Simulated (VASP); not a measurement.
# Converging a slab model of K(111), part 4 of 5

Wanted: the error that each setting leaves in the work function or ionisation potential of K(111).

VASP 6.6.1, plane waves and PAW; the level of theory is named at each step.

So far, highest filled level below the vacuum (eV): step 2 (the base run) 2.11; step 3 (another mesh, mesh points along a 3, k-mesh 3×3×1) 2.29; step 13 (another smearing width, SIGMA 0.02) 2.10.

### Step 14. Another smearing width, SIGMA 0.4

Level of this step: PBEsol; plane waves and PAW (K_pv) (VASP).

INCAR

```
SYSTEM = K
PREC = Normal
ENCUT = 350
EDIFF = 1E-06
NELM = 120
ISMEAR = 1
SIGMA = 0.4
LREAL = .FALSE.
ALGO = Normal
GGA = PS
NBANDS = 49
LORBIT = 11
LWAVE = .FALSE.
LCHARG = .FALSE.
KPAR = 4
IDIPOL = 3
LDIPOL = .TRUE.
DIPOL = 0.5 0.5 0.5
LVHAR = .TRUE.
LVACPOTAV = .TRUE.
```

POSCAR

```
K
1.0
    7.3963369312      0.0000000000      0.0000000000
    3.6981684656      6.4054156774      0.0000000000
    0.0000000000      0.0000000000     33.0977095393
K
11
Direct
    0.6666666667      0.6666666667      0.2719221398
    0.0000000000      0.0000000000      0.3175377118
    0.3333333333      0.3333333333      0.3631532839
    0.6666666667      0.6666666667      0.4087688559
    0.0000000000      0.0000000000      0.4543844280
    0.3333333333      0.3333333333      0.5000000000
    0.6666666667      0.6666666667      0.5456155720
    0.0000000000      0.0000000000      0.5912311441
    0.3333333333      0.3333333333      0.6368467161
    0.6666666667      0.6666666667      0.6824622882
    0.0000000000      0.0000000000      0.7280778602
```

KPOINTS

```
Automatic mesh
0
Gamma
6 6 1
0 0 0
```

PAW data sets: K_pv (PBE family, release 64).

Command:

```sh
$ mpirun -np 4 vasp_std
```

Log:

```text
[... set-up lines as in an earlier step ...]
 entering main loop
       N       E                     dE             d eps       ncg     rms          rms(c)
DAV:   1     0.152781574195E+03    0.15278E+03   -0.26275E+04  1022   0.798E+02
DAV:   2    -0.569477859499E+01   -0.15848E+03   -0.15309E+03   757   0.161E+02
DAV:   3    -0.116247615316E+02   -0.59300E+01   -0.56375E+01   804   0.258E+01
DAV:   4    -0.118854925978E+02   -0.26073E+00   -0.25977E+00   860   0.468E+00
[...]
DAV:  21    -0.113494359314E+02   -0.46794E-05   -0.19299E-07   481   0.443E-04    0.205E-04
DAV:  22    -0.113494391704E+02   -0.32390E-05   -0.15471E-07   470   0.511E-04    0.102E-04
DAV:  23    -0.113494393905E+02   -0.22012E-06   -0.61061E-09   430   0.180E-04
 [... a notice as in an earlier step ...]

   1 F= -.11349439E+02 E0= -.11345841E+02  d E =-.107958E-01
```

It took 80 s on 4 MPI ranks of Intel Xeon 6975P-C (Granite Rapids), shared host; peak memory 2.4 GiB; 5.2 min of CPU time.

Parts of OUTCAR (step 14):

```text
  Total       -0.6276389     -0.6276389     -0.4985786      0.0000000      0.0000000     -0.0000000
  in kB       -0.6412959     -0.6412959     -0.5094274      0.0000000      0.0000000     -0.0000000
  external PRESSURE =      -0.5973397 kB  Pullay stress =       0.0000000 kB

 POSITION                                       TOTAL-FORCE (eV/Angst)
 -----------------------------------------------------------------------------------
      7.39634      4.27028      9.00000        -0.000000      0.000000      0.044397
      0.00000      0.00000     10.50977        -0.000000      0.000000      0.029077
      3.69817      2.13514     12.01954        -0.000000     -0.000000     -0.051511
      7.39634      4.27028     13.52931        -0.000000     -0.000000     -0.011006
      0.00000      0.00000     15.03908        -0.000000     -0.000000     -0.002999
      3.69817      2.13514     16.54885        -0.000000      0.000000     -0.000000
      7.39634      4.27028     18.05863         0.000000      0.000000      0.002999
      0.00000      0.00000     19.56840         0.000000      0.000000      0.011006
      3.69817      2.13514     21.07817         0.000000      0.000000      0.051511
      7.39634      4.27028     22.58794         0.000000      0.000000     -0.029077
      0.00000      0.00000     24.09771         0.000000     -0.000000     -0.044397
 -----------------------------------------------------------------------------------
    total drift:                               -0.000000     -0.000000     -0.000000

  FREE ENERGIE OF THE ION-ELECTRON SYSTEM (eV)
  ---------------------------------------------------
  free  energy   TOTEN  =       -11.3494393905 eV

  energy  without entropy=      -11.3386435784  energy(sigma->0) =      -11.34584079

[... 2 parts as in an earlier step ...]

[... 1 further part left out ...]
[key lines of the parts left out:]
E-fermi :  -1.6513
```

Numbers from this step:

| Item | Value |
| --- | --- |
| electronic cycles | 23 |
| free energy (TOTEN) | -11.35 eV |
| energy at zero smearing | -11.35 eV |
| Fermi energy | -1.651 eV |
| vacuum levels | 0.535, 0.535 eV |
| work functions of the upper and lower face | 2.186, 2.186 eV |
| highest filled level below the vacuum | 2.186 eV |

Against the base run its depth below the vacuum changes by +0.07 eV and the energy by -0.6 meV an atom.

### Step 15. All levels side by side

Times are for 4 MPI ranks of Intel Xeon 6975P-C (Granite Rapids), shared host. Results by setting:

```csv
no.,run,electronic cycles,cutoff used less the lowest (eV),highest filled level below the vacuum (eV),time,memory (GiB)
1,base run,23,140,2.112,77 s,2.4
2,series over the cutoff,23,0,2.112,25 s,1.4
3,series over the cutoff,23,70,2.112,44 s,1.7
4,series over the smearing,24,140,2.096,79 s,2.3
5,series over the smearing,23,140,2.186,80 s,2.4
```

### Step 16. Another level, functional LDA, disp none

This step: LDA; plane waves and PAW (K_pv) (VASP 6.6.1).

Beside the numerical settings stands the choice of exchange and correlation.

INCAR, as its differences from that of step 14:

```diff
@@ -6,6 +6,6 @@
 ISMEAR = 1
-SIGMA = 0.4
+SIGMA = 0.1
 LREAL = .FALSE.
 ALGO = Normal
-GGA = PS
+GGA = CA
 NBANDS = 49
```

POSCAR is that of step 14.

KPOINTS is that of step 14.

Command:

```sh
$ mpirun -np 4 vasp_std
```

Log:

```text
[banner, memory and clock lines left out]
running    4 mpi-ranks, on    1 nodes
 distrk:  each k-point on    1 cores,    4 groups
 distr:  one band on    1 cores,    1 groups

 POSCAR found type information on POSCAR K
 POSCAR found :  1 types and      11 ions
 [... a notice as in an earlier step ...]

 LDA part: xc-table for (Slater(with rela. corr.)+CA(PZ))
 , standard interpolation
 POSCAR, INCAR and KPOINTS ok, starting setup
 FFT: planning ... GRIDC
 FFT: planning ... GRID_SOFT
 FFT: planning ... GRID
 WAVECAR not read
 entering main loop
       N       E                     dE             d eps       ncg     rms          rms(c)
DAV:   1     0.153530940831E+03    0.15353E+03   -0.26237E+04  1022   0.798E+02
DAV:   2    -0.629040612356E+01   -0.15982E+03   -0.15447E+03   757   0.161E+02
DAV:   3    -0.122469197957E+02   -0.59565E+01   -0.56404E+01   820   0.257E+01
DAV:   4    -0.125267570118E+02   -0.27984E+00   -0.27888E+00   860   0.474E+00
DAV:   5    -0.125353410672E+02   -0.85841E-02   -0.85817E-02   852   0.823E-01    0.440E+00
DAV:   6    -0.120671013199E+02    0.46824E+00   -0.12998E+00   806   0.481E+00    0.221E+00
DAV:   7    -0.119742297046E+02    0.92872E-01   -0.34972E-01   825   0.157E+00    0.156E+00
DAV:   8    -0.119142108093E+02    0.60019E-01   -0.13388E-01   755   0.987E-01    0.320E-01
DAV:   9    -0.119127310201E+02    0.14798E-02   -0.18463E-02   796   0.348E-01    0.180E-01
DAV:  10    -0.119106770557E+02    0.20540E-02   -0.49189E-03   786   0.202E-01    0.739E-02
DAV:  11    -0.119103011241E+02    0.37593E-03   -0.16896E-03   804   0.966E-02    0.411E-02
DAV:  12    -0.119109067978E+02   -0.60567E-03   -0.66091E-04   769   0.543E-02    0.257E-02
DAV:  13    -0.119117835183E+02   -0.87672E-03   -0.42850E-04   723   0.443E-02    0.173E-02
DAV:  14    -0.119125732920E+02   -0.78977E-03   -0.21695E-04   744   0.320E-02    0.116E-02
DAV:  15    -0.119128121645E+02   -0.23887E-03   -0.65454E-05   699   0.143E-02    0.467E-03
DAV:  16    -0.119129487644E+02   -0.13660E-03   -0.34159E-05   478   0.799E-03    0.288E-03
DAV:  17    -0.119129907185E+02   -0.41954E-04   -0.95933E-06   491   0.470E-03    0.157E-03
DAV:  18    -0.119130083438E+02   -0.17625E-04   -0.40264E-06   510   0.257E-03    0.749E-04
DAV:  19    -0.119130171059E+02   -0.87621E-05   -0.13661E-06   516   0.147E-03    0.552E-04
DAV:  20    -0.119130274942E+02   -0.10388E-04   -0.60789E-07   502   0.147E-03    0.416E-04
DAV:  21    -0.119130334256E+02   -0.59314E-05   -0.30696E-07   498   0.918E-04    0.243E-04
DAV:  22    -0.119130361667E+02   -0.27411E-05   -0.67643E-08   481   0.722E-04    0.141E-04
DAV:  23    -0.119130376206E+02   -0.14539E-05   -0.46747E-08   479   0.332E-04    0.686E-05
DAV:  24    -0.119130378849E+02   -0.26427E-06   -0.64063E-09   470   0.229E-04
 [... a notice as in an earlier step ...]

   1 F= -.11913038E+02 E0= -.11915012E+02  d E =0.592200E-02
```

Wall time 76 s (4 MPI ranks); peak memory 1.9 GiB.

OUTCAR, selected parts (step 16):

```text
   NELECT =      77.0000    total number of electrons

 E-fermi :  -1.7391

 k-point     1 :       0.0000    0.0000    0.0000
  band No.  band energies     occupation
    ...
     33     -17.2589      2.00000
     34      -3.8840      2.00000
     35      -3.5533      2.00000
     36      -3.0294      2.00000
     37      -2.3677      2.00000
     38      -1.6627      0.03950
     39      -0.9924     -0.00000
     40      -0.5102     -0.00000
     41      -0.5102     -0.00000
     42      -0.4851     -0.00000
    ...

  Total       -2.1313671     -2.1313671     -2.2437899      0.0000000     -0.0000000      0.0000000
  in kB       -2.1777443     -2.1777443     -2.2926134      0.0000000     -0.0000000      0.0000000
  external PRESSURE =      -2.2160340 kB  Pullay stress =       0.0000000 kB

 POSITION                                       TOTAL-FORCE (eV/Angst)
 -----------------------------------------------------------------------------------
      7.39634      4.27028      9.00000        -0.000000     -0.000000      0.120647
      0.00000      0.00000     10.50977         0.000000     -0.000000      0.061272
      3.69817      2.13514     12.01954         0.000000     -0.000000     -0.026138
      7.39634      4.27028     13.52931         0.000000     -0.000000     -0.011289
      0.00000      0.00000     15.03908         0.000000     -0.000000     -0.007446
      3.69817      2.13514     16.54885         0.000000     -0.000000      0.000000
      7.39634      4.27028     18.05863        -0.000000     -0.000000      0.007446
      0.00000      0.00000     19.56840        -0.000000     -0.000000      0.011289
      3.69817      2.13514     21.07817        -0.000000      0.000000      0.026138
      7.39634      4.27028     22.58794        -0.000000      0.000000     -0.061272
      0.00000      0.00000     24.09771         0.000000     -0.000000     -0.120647
 -----------------------------------------------------------------------------------
    total drift:                               -0.000000     -0.000000     -0.000000

  FREE ENERGIE OF THE ION-ELECTRON SYSTEM (eV)
  ---------------------------------------------------
  free  energy   TOTEN  =       -11.9130378849 eV

  energy  without entropy=      -11.9189598831  energy(sigma->0) =      -11.91501188

 vacuum level on the upper side and lower side of the slab         0.509         0.509

[... 10 parts as in an earlier step ...]

[... 8 further parts left out ...]
```

The PAW data sets were made with PBE, though LDA sets exist; this is a small mismatch.

This step gave:

* electronic cycles: 24
* free energy (TOTEN): -11.91 eV
* energy at zero smearing: -11.92 eV
* Fermi energy: -1.739 eV
* vacuum levels: 0.509, 0.509 eV
* work functions of the upper and lower face: 2.248, 2.248 eV
* highest filled level below the vacuum: 2.248 eV

Force by atom:

```csv
atom,x (eV/Å),y (eV/Å),z (eV/Å),size
K1,0.000,0.000,0.121,0.121
K2,0.000,0.000,0.061,0.061
K3,0.000,0.000,-0.026,0.026
K4,0.000,0.000,-0.011,0.011
K5,0.000,0.000,-0.007,0.007
K6,0.000,0.000,0.000,0.000
K7,0.000,0.000,0.007,0.007
K8,0.000,0.000,0.011,0.011
K9,0.000,0.000,0.026,0.026
K10,0.000,0.000,-0.061,0.061
K11,0.000,0.000,-0.121,0.121
```

Against the base run its depth below the vacuum changes by +0.14 eV.

### Step 17. Another level, functional PBE, disp none

This step: PBE; plane waves and PAW (K_pv) (VASP 6.6.1).

INCAR, as its differences from that of step 16:

```diff
@@ -9,3 +9,3 @@
 ALGO = Normal
-GGA = CA
+GGA = PE
 NBANDS = 49
```

POSCAR is that of step 16.

KPOINTS is that of step 16.

Command:

```sh
$ mpirun -np 4 vasp_std
```

Log:

```text
[banner, memory and clock lines left out]
running    4 mpi-ranks, on    1 nodes
[...]
LDA part: xc-table for (Slater+PW92), standard interpolation
 POSCAR, INCAR and KPOINTS ok, starting setup
[...]
entering main loop
       N       E                     dE             d eps       ncg     rms          rms(c)
DAV:   1     0.152893614384E+03    0.15289E+03   -0.26350E+04  1022   0.798E+02
DAV:   2    -0.478673333442E+01   -0.15768E+03   -0.15234E+03   757   0.160E+02
DAV:   3    -0.107159468485E+02   -0.59292E+01   -0.56198E+01   804   0.256E+01
DAV:   4    -0.109830079606E+02   -0.26706E+00   -0.26612E+00   860   0.469E+00
[...]
DAV:  22    -0.104863176385E+02   -0.14291E-05   -0.23853E-08   489   0.301E-04    0.120E-04
DAV:  23    -0.104863187017E+02   -0.10632E-05   -0.38198E-08   468   0.297E-04    0.502E-05
DAV:  24    -0.104863187888E+02   -0.87136E-07   -0.27206E-09   422   0.139E-04
 [... a notice as in an earlier step ...]

   1 F= -.10486319E+02 E0= -.10488380E+02  d E =0.618224E-02
```

Elapsed: 74 s, on 4 MPI ranks; peak memory 2.4 GiB; 4.8 min of CPU time.

From OUTCAR (step 17):

```text
  Total        0.2052556      0.2052556     -0.1960992      0.0000000      0.0000000      0.0000000
  in kB        0.2097218      0.2097218     -0.2003662      0.0000000      0.0000000      0.0000000
  external PRESSURE =       0.0730258 kB  Pullay stress =       0.0000000 kB

 POSITION                                       TOTAL-FORCE (eV/Angst)
 -----------------------------------------------------------------------------------
      7.39634      4.27028      9.00000        -0.000000     -0.000000      0.032124
      0.00000      0.00000     10.50977        -0.000000      0.000000      0.022119
      3.69817      2.13514     12.01954         0.000000     -0.000000     -0.053083
      7.39634      4.27028     13.52931         0.000000     -0.000000     -0.011514
      0.00000      0.00000     15.03908         0.000000     -0.000000     -0.005681
      3.69817      2.13514     16.54885         0.000000      0.000000      0.000000
      7.39634      4.27028     18.05863        -0.000000     -0.000000      0.005681
      0.00000      0.00000     19.56840         0.000000     -0.000000      0.011514
      3.69817      2.13514     21.07817        -0.000000     -0.000000      0.053083
      7.39634      4.27028     22.58794         0.000000     -0.000000     -0.022119
      0.00000      0.00000     24.09771         0.000000      0.000000     -0.032124
 -----------------------------------------------------------------------------------
    total drift:                               -0.000000     -0.000000     -0.000000

  FREE ENERGIE OF THE ION-ELECTRON SYSTEM (eV)
  ---------------------------------------------------
  free  energy   TOTEN  =       -10.4863187888 eV

  energy  without entropy=      -10.4925010289  energy(sigma->0) =      -10.48837954

[... 2 parts as in an earlier step ...]

[... 1 further part left out ...]
[key lines of the parts left out:]
E-fermi :  -1.5719
```

Against the base run its depth below the vacuum changes by -0.00 eV.

### Step 18. Another level, functional RPBE, disp none

This step: RPBE; plane waves and PAW (K_pv) (VASP 6.6.1).

INCAR, as its differences from that of step 17:

```diff
@@ -9,3 +9,3 @@
 ALGO = Normal
-GGA = PE
+GGA = RP
 NBANDS = 49
```

POSCAR is that of step 17.

KPOINTS is that of step 17.

Command:

```sh
$ mpirun -np 4 vasp_std
```

Log:

```text
[... set-up lines as in an earlier step ...]
 entering main loop
       N       E                     dE             d eps       ncg     rms          rms(c)
DAV:   1     0.153433678786E+03    0.15343E+03   -0.26381E+04  1022   0.798E+02
DAV:   2    -0.347300120732E+01   -0.15691E+03   -0.15152E+03   749   0.160E+02
DAV:   3    -0.947071353179E+01   -0.59977E+01   -0.56906E+01   804   0.256E+01
DAV:   4    -0.973598940696E+01   -0.26528E+00   -0.26435E+00   860   0.468E+00
[...]
DAV:  20    -0.930203554205E+01   -0.16793E-05   -0.12487E-07   513   0.691E-04    0.290E-04
DAV:  21    -0.930204324995E+01   -0.77079E-05   -0.42421E-07   478   0.109E-03    0.212E-04
DAV:  22    -0.930204385143E+01   -0.60148E-06   -0.98768E-09   463   0.260E-04
 [... a notice as in an earlier step ...]

   1 F= -.93020439E+01 E0= -.93041156E+01  d E =0.621522E-02
```

Wall time 67 s (4 MPI ranks); peak memory 2.4 GiB.

Parts of OUTCAR (step 18):

```text
  Total        1.7522312      1.7522312      1.1485102      0.0000000      0.0000000      0.0000000
  in kB        1.7903587      1.7903587      1.1735010      0.0000000      0.0000000      0.0000000
  external PRESSURE =       1.5847395 kB  Pullay stress =       0.0000000 kB

 POSITION                                       TOTAL-FORCE (eV/Angst)
 -----------------------------------------------------------------------------------
      7.39634      4.27028      9.00000         0.000000      0.000000     -0.025444
      0.00000      0.00000     10.50977        -0.000000      0.000000     -0.004797
      3.69817      2.13514     12.01954        -0.000000      0.000000     -0.069951
      7.39634      4.27028     13.52931        -0.000000     -0.000000     -0.012013
      0.00000      0.00000     15.03908        -0.000000     -0.000000     -0.004436
      3.69817      2.13514     16.54885        -0.000000     -0.000000     -0.000000
      7.39634      4.27028     18.05863        -0.000000     -0.000000      0.004436
      0.00000      0.00000     19.56840        -0.000000      0.000000      0.012013
      3.69817      2.13514     21.07817        -0.000000     -0.000000      0.069951
      7.39634      4.27028     22.58794         0.000000     -0.000000      0.004797
      0.00000      0.00000     24.09771        -0.000000     -0.000000      0.025444
 -----------------------------------------------------------------------------------
    total drift:                               -0.000000     -0.000000     -0.000000

  FREE ENERGIE OF THE ION-ELECTRON SYSTEM (eV)
  ---------------------------------------------------
  free  energy   TOTEN  =        -9.3020438514 eV

  energy  without entropy=       -9.3082590741  energy(sigma->0) =       -9.30411559

[... 2 parts as in an earlier step ...]

[... 1 further part left out ...]
[key lines of the parts left out:]
E-fermi :  -1.4738
```

Against the base run its depth below the vacuum changes by -0.08 eV.

(Continued in part 5 of 5.)

[Lines on the potential files, build, host, timing and source positions are cut from VASP's logs without a mark.]

[Logs are printed without paths, hosts, clocks, repeated set-up lines and the standing remarks that a program may print on its own settings, such as how far it seeks lower states.]

[Hosts, paths, dates, database ids (printed as entryN), source tags and the programs' standing remarks are cut or masked in the printed files.]

[In band tables of VASP the shares of atoms and orbitals are scaled to a sum of 1 inside the atoms' spheres.]

[Runs that stopped without an error message from VASP are left out.]
